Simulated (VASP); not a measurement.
All values below come from PW91 GGA, VASP's PBE PAW potentials (set 64) (plane waves; VASP 6.6.1).

Input for VASP

### KPOINTS
```
Automatic
0
G
 1 1 1
```

### INCAR
```
# general
SYSTEM  = Tl atom
PREC    = Normal
ENCUT   = 520   # plane-wave cut-off (eV)
LREAL   = F   # projection in real space or not
LASPH   = T   # aspherical one-centre terms
ISYM    = 0

# electronic loop
EDIFF   = 1E-6
NELM    = 200   # most electronic steps
ALGO    = All   # all-band CG
LMAXMIX = 4   # l cut-off of mixed one-centre charges

# smearing
ISMEAR  = 0
SIGMA   = 0.01   # width (eV)

# functional
GGA     = 91   # PW91

# spin
ISPIN   = 2   # spin-polarised
MAGMOM  = 1
NUPDOWN = 1

# output
LWAVE   = F
LCHARG  = F
LORBIT  = 10
```

### POSCAR
```
Tl atom
1
   12.0000000000     0.0000000000     0.0000000000
    0.0000000000    12.5000000000     0.0000000000
    0.0000000000     0.0000000000    13.0000000000
Tl
1
Direct
  0.0000000000   0.0000000000   0.0000000000
```

POTCAR, in this order: Tl_d (PBE.64 set). Program: vasp_gam. Read from the step before: WAVECAR.

Question: What will the output report for the number of irreducible k-points (NKPTS), largest plane-wave count, FFT grid (NGX, NGY, NGZ)?

Answer: 
| Quantity | Result |
|---|---|
| number of irreducible k-points (NKPTS) | 1 |
| largest plane-wave count | 26244 |
| FFT grid (NGX, NGY, NGZ) | 70 × 70 × 80 |

The cell is a free atom in a box.
